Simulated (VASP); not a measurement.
A convergence study with VASP on AlN (wurtzite): one setting is varied, all else stays as given below, so the limit is that of these other settings.

```
CELL_PARAMETERS angstrom
      1.55500    -2.69334     0.00000
      1.55500     2.69334     0.00000
      0.00000     0.00000     4.98000
ATOMIC_POSITIONS crystal
  Al 0.66667 0.33333 0.50000
  Al 0.33333 0.66667 0.00000
  N  0.66667 0.33333 0.88200
  N  0.33333 0.66667 0.38200
```

Computed with PBEsol GGA, VASP's PBE PAW potentials (set 64) (plane waves; VASP). The tightest run used: 700 eV cut-off, 17×17×9 Γ-centred mesh, tetrahedra with Blöchl corrections, potentials Al N.

```csv
setting,E (eV/atom),pressure (GPa),irreducible k-points
3×3×2 mesh,-7.7827,0.56,6
4×4×2 mesh,-7.8223,0.44,8
5×5×3 mesh,-7.8285,0.49,10
```

These are the cheaper rows. Estimate the results at 17×17×9 mesh, and how far the last row shown lies from them.

```
quantity        tightest run  last row shown is off by
--------------  ------------  ------------------------
E (eV/atom)          -7.8306                    0.0021
pressure (GPa)          0.50                     -0.01
```

Left out are rungs that failed or repeat a setting and relaxations that didn't move; long series are thinned to 24 rows.

The compound is AlN in the wurtzite structure. The cell was not relaxed at this level.
